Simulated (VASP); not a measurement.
Output of a VASP run:

**OUTCAR**
```
 ion  position               nearest neighbor table
   1  0.000  0.000  0.000-   3 2.53   4 2.53   3 2.53   4 2.53   4 2.53   3 2.53
   2  0.000  0.000  0.500-   3 2.53   4 2.53   3 2.53   4 2.53   4 2.53   3 2.53
   3  0.333  0.667  0.250-   1 2.53   2 2.53   1 2.53   2 2.53   1 2.53   2 2.53
   4  0.667  0.333  0.750-   1 2.53   2 2.53   1 2.53   2 2.53   1 2.53   2 2.53
  LATTYP: Found a hexagonal cell.
 ALAT       =     2.6817990323
 C/A-ratio  =     2.9768582458
 Subroutine PRICEL returns:
 Original cell was already a primitive cell.
 Subroutine GETGRP returns: Found 24 space group operations
The static configuration has the point symmetry D_3d.
 The point group associated with its full space group is D_6h.
The dynamic configuration has the point symmetry D_3d.
The overall configuration has the point symmetry D_3d.
 Subroutine INISYM returns: Found 24 space group operations
 Subroutine IBZKPT returns following result:
 Found     57 irreducible k-points:

 Following reciprocal coordinates:
            Coordinates               Weight
  0.000000  0.000000  0.000000      1.000000
  0.083333  0.000000  0.000000      6.000000
  0.166667  0.000000  0.000000      6.000000
  0.250000  0.000000  0.000000      6.000000
  0.333333  0.000000  0.000000      6.000000
  0.416667  0.000000  0.000000      6.000000
  0.500000  0.000000  0.000000      3.000000
  0.083333  0.083333  0.000000      6.000000
  0.166667  0.083333  0.000000     12.000000
  0.250000  0.083333  0.000000     12.000000
  0.333333  0.083333  0.000000     12.000000
  0.416667  0.083333  0.000000     12.000000
  0.166667  0.166667  0.000000      6.000000
  0.250000  0.166667  0.000000     12.000000
  0.333333  0.166667  0.000000     12.000000
  0.416667  0.166667  0.000000      6.000000
  0.250000  0.250000  0.000000      6.000000
  0.333333  0.250000  0.000000     12.000000
  0.333333  0.333333  0.000000      2.000000
  0.000000  0.000000  0.250000      2.000000
  0.083333  0.000000  0.250000     12.000000
  0.166667  0.000000  0.250000     12.000000
  0.250000  0.000000  0.250000     12.000000
  0.333333  0.000000  0.250000     12.000000
  0.416667  0.000000  0.250000     12.000000
  0.500000  0.000000  0.250000      6.000000
  0.083333  0.083333  0.250000     12.000000
  0.166667  0.083333  0.250000     24.000000
  0.250000  0.083333  0.250000     24.000000
  0.333333  0.083333  0.250000     24.000000
  0.416667  0.083333  0.250000     24.000000
  0.166667  0.166667  0.250000     12.000000
  0.250000  0.166667  0.250000     24.000000
  0.333333  0.166667  0.250000     24.000000
  0.416667  0.166667  0.250000     12.000000
  0.250000  0.250000  0.250000     12.000000
  0.333333  0.250000  0.250000     24.000000
  0.333333  0.333333  0.250000      4.000000
  0.000000  0.000000  0.500000      1.000000
  0.083333  0.000000  0.500000      6.000000
   k-points           NKPTS =     57   k-points in BZ     NKDIM =     57   number of bands    NBANDS=     17
   number of dos      NEDOS =    301   number of ions     NIONS =      4
   total plane-waves  NPLWV =  17496
   dimension x,y,z NGX =    18 NGY =   18 NGZ =   54
   dimension x,y,z NGXF=    36 NGYF=   36 NGZF=  108
   ions per type =               2   2
   PREC   = accura    normal or accurate (medium, high low for compatibility)
   ISTART =      0    job   : 0-new  1-cont  2-samecut
   ICHARG =      2    charge: 1-file 2-atom 10-const
   ISPIN  =      2    spin polarized calculation?
   LNONCOLLINEAR =      F non collinear calculations
   LSORBIT =      F    spin-orbit coupling
   INIWAV =      1    electr: 0-lowe 1-rand  2-diag
   ENCUT  =  400.0 eV  29.40 Ry    5.42 a.u.   4.37  4.37 13.02*2*pi/ulx,y,z
   NELM   =    100;   NELMIN=  2; NELMDL= -5     # of ELM steps
   EDIFF  = 0.1E-05   stopping-criterion for ELM
   LREAL  =      F    real-space projection
   NLSPLINE    = F    spline interpolate recip. space projectors
   LMAXMIX     =    4 max onsite mixed and CHGCAR
...
```

**OSZICAR**
```
       N       E                     dE             d eps       ncg     rms          rms(c)
DAV:   1     0.958547095114E+02    0.95855E+02   -0.80322E+03  3892   0.111E+03
DAV:   2    -0.262948038094E+02   -0.12215E+03   -0.11595E+03  3877   0.259E+02
DAV:   3    -0.311604110758E+02   -0.48656E+01   -0.47098E+01  5243   0.606E+01
DAV:   4    -0.312749076860E+02   -0.11450E+00   -0.11233E+00  4894   0.858E+00
DAV:   5    -0.312778586902E+02   -0.29510E-02   -0.29505E-02  5189   0.133E+00    0.205E+01
DAV:   6    -0.364972004413E+02   -0.52193E+01   -0.95090E+01  5066   0.151E+02    0.308E+01
DAV:   7    -0.267398917455E+02    0.97573E+01   -0.58368E+01  5064   0.983E+01    0.430E+00
DAV:   8    -0.267681856539E+02   -0.28294E-01   -0.82902E-01  4208   0.730E+00    0.268E+00
DAV:   9    -0.267324827719E+02    0.35703E-01   -0.14456E-01  5212   0.488E+00    0.211E+00
DAV:  10    -0.267414668948E+02   -0.89841E-02   -0.16453E-02  5771   0.166E+00    0.188E+00
DAV:  11    -0.267771724828E+02   -0.35706E-01   -0.39817E-02  5543   0.277E+00    0.193E+00
DAV:  12    -0.268041723142E+02   -0.27000E-01   -0.40148E-02  5548   0.278E+00    0.992E-01
DAV:  13    -0.267997731293E+02    0.43992E-02   -0.19739E-02  4941   0.195E+00    0.383E-01
DAV:  14    -0.268004630016E+02   -0.68987E-03   -0.11498E-03  5331   0.357E-01    0.125E-01
DAV:  15    -0.268002740286E+02    0.18897E-03   -0.77622E-04  5479   0.399E-01    0.177E-01
DAV:  16    -0.268004450857E+02   -0.17106E-03   -0.66373E-04  5348   0.376E-01    0.481E-02
DAV:  17    -0.268004441005E+02    0.98522E-06   -0.68848E-05  5790   0.977E-02    0.415E-02
DAV:  18    -0.268004547221E+02   -0.10622E-04   -0.62149E-06  4193   0.366E-02    0.214E-02
DAV:  19    -0.268004563060E+02   -0.15839E-05   -0.21592E-06  2292   0.161E-02    0.132E-02
DAV:  20    -0.268004575793E+02   -0.12733E-05   -0.26652E-06  2925   0.206E-02    0.368E-03
DAV:  21    -0.268004577699E+02   -0.19066E-06   -0.29195E-07  2013   0.491E-03
   1 F= -.26800458E+02 E0= -.26799987E+02  d E =-.268005E+02  mag=     3.7185
```

OUTCAR:
```
------------------------ aborting loop because EDIFF is reached ----------------------------------------
  FORCE on cell =-STRESS in cart. coord.  units (eV):
  Direction    XX          YY          ZZ          XY          YZ          ZX
  --------------------------------------------------------------------------------------
  Total       -0.0048386     -0.0048386      0.0393460      0.0000000      0.0000000      0.0000000
  in kB       -0.1559072     -0.1559072      1.2677799      0.0000000      0.0000000      0.0000000
  external PRESSURE =       0.3186552 kB  Pullay stress =       0.0000000 kB
  volume of cell :       49.72
      direct lattice vectors                 reciprocal lattice vectors
     2.681799032  0.000000000  0.000000000     0.372884019  0.215284698  0.000000000
    -1.340899516  2.322505983  0.000000000     0.000000000  0.430569397  0.000000000
     0.000000000  0.000000000  7.983335563     0.000000000  0.000000000  0.125260925
 POSITION                                       TOTAL-FORCE (eV/Angst)
 -----------------------------------------------------------------------------------
      0.00000      0.00000      0.00000        -0.000000      0.000000     -0.000000
      0.00000      0.00000      3.99167        -0.000000      0.000000     -0.000000
     -0.00000      1.54834      1.99583         0.000000     -0.000000      0.000000
      1.34090      0.77417      5.98750        -0.000000      0.000000     -0.000000
 -----------------------------------------------------------------------------------
    total drift:                                0.000000     -0.000000     -0.000000
  FREE ENERGIE OF THE ION-ELECTRON SYSTEM (eV)
  ---------------------------------------------------
  free  energy   TOTEN  =       -26.8004577699 eV

  energy  without entropy=      -26.7990467836  energy(sigma->0) =      -26.79998744

 total charge

# of ion       s       p       d       tot
------------------------------------------
    1        0.439   0.521   6.302   7.263
    2        0.439   0.521   6.302   7.263
    3        0.423   0.432   0.000   0.855
    4        0.423   0.432   0.000   0.855
--------------------------------------------------
tot          1.724   1.908  12.605  16.236

 magnetization (x)

# of ion       s       p       d       tot
------------------------------------------
    1       -0.002  -0.016   1.974   1.956
    2       -0.002  -0.016   1.974   1.956
    3       -0.012  -0.024   0.000  -0.036
    4       -0.012  -0.024   0.000  -0.036
--------------------------------------------------
tot         -0.028  -0.081   3.948   3.839

 reached required accuracy - stopping structural energy minimisation
```
(Selected blocks of OUTCAR.)

POSCAR:
```
FeAl
1
    2.6817990323     0.0000000000     0.0000000000
   -1.3408995162     2.3225059827     0.0000000000
   -0.0000000000     0.0000000000     7.9833355628
Fe Al
2 2
Direct
  0.0000000000   1.0000000000   0.0000000000
  0.0000000000   0.0000000000   0.5000000000
  0.3333330000   0.6666670000   0.2500000000
  0.6666670000   0.3333330000   0.7500000000
```

Task: Reconstruct the remaining input files.

Result: One answer among several that fit: the input of the run itself, PBEsol GGA, plane waves, VASP's PBE PAW potentials (set 64).

INCAR:
```
ALGO = Normal
EDIFF = 1E-6
EDIFFG = -0.02
ENCUT = 400
GGA = PS
IBRION = 2
ISIF = 3
ISMEAR = 1
ISPIN = 2
LASPH = .True.
LCHARG = .False.
LMAXMIX = 4
LORBIT = 10
LREAL = .False.
LWAVE = .False.
MAGMOM = 2*2.0 2*-0.0
NELM = 100
NSW = 60
PREC = Accurate
SIGMA = 0.1
SYSTEM = FeAl
```

### KPOINTS
```
Automatic mesh
0
Gamma
12 12 4
0 0 0
```

POTCAR, in this order: Fe Al (PBE.64 set). Program: vasp_std.

The structure was generated: FeAl was put into the NiAs type type (P6_3/mmc), which need not be its known phase. It was relaxed first, which changed the volume by -37 %. The start is the result of an earlier pass.
